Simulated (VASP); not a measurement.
These are vdW-DF2, VASP's PBE PAW potentials (set 64) (plane waves; VASP 6.6.1) values and carry that method's errors.

Input for VASP

KPOINTS:
```
Automatic
0
Gamma
16 16 16
0 0 0
```

**INCAR**
```
SYSTEM = TiC
PREC = Accurate; ENCUT = 520; LREAL = F
LASPH = T
EDIFF = 1E-7; NELM = 100; ALGO = Normal
LMAXMIX = 4
ISMEAR = -5
GGA = ML; LUSE_VDW = T; AGGAC = 0.0
ZAB_VDW = -1.8867
ISIF = 2
LWAVE = F; LCHARG = T; LORBIT = 11
NEDOS = 601
```

POSCAR:
```
TiC
1
    0.0000000000     2.2031191323     2.2031191323
    2.2031191323     0.0000000000     2.2031191323
    2.2031191323     2.2031191323     0.0000000000
Ti C
1 1
Direct
  0.0000000000   0.0000000000   0.0000000000
  0.5000000000   0.5000000000   0.5000000000
```

POTCAR, in this order: Ti_sv C (PBE.64 set). Program: vasp_std.

Q: Predict the energy per atom (σ→0), band gap (on the k-mesh).

A: 
```
Item                                                        Result
------------------------  ----------------------------------------
energy per atom (σ→0)                               -6.760 eV/atom
band gap (on the k-mesh)  none (metal, semimetal or under 0.01 eV)
```

### OSZICAR
```
...
DAV:  11    -0.135203158231E+02    0.19789E-02   -0.54591E-03  3848   0.116E+00    0.163E-01
DAV:  12    -0.135202039021E+02    0.11192E-03   -0.82078E-04  5096   0.309E-01    0.255E-02
DAV:  13    -0.135201944786E+02    0.94235E-05   -0.63405E-05  3916   0.948E-02    0.813E-03
DAV:  14    -0.135201951856E+02   -0.70700E-06   -0.47816E-06  4808   0.230E-02    0.225E-03
DAV:  15    -0.135201969747E+02   -0.17891E-05   -0.50018E-07  4056   0.825E-03    0.189E-03
DAV:  16    -0.135201975381E+02   -0.56339E-06   -0.21523E-07  3660   0.674E-03    0.639E-04
DAV:  17    -0.135201975847E+02   -0.46674E-07   -0.17071E-08  1900   0.177E-03
   1 F= -.13520198E+02 E0= -.13520198E+02  d E =0.000000E+00
```

The compound is TiC in the rock salt structure. It was relaxed first, which changed the volume by +5 %.
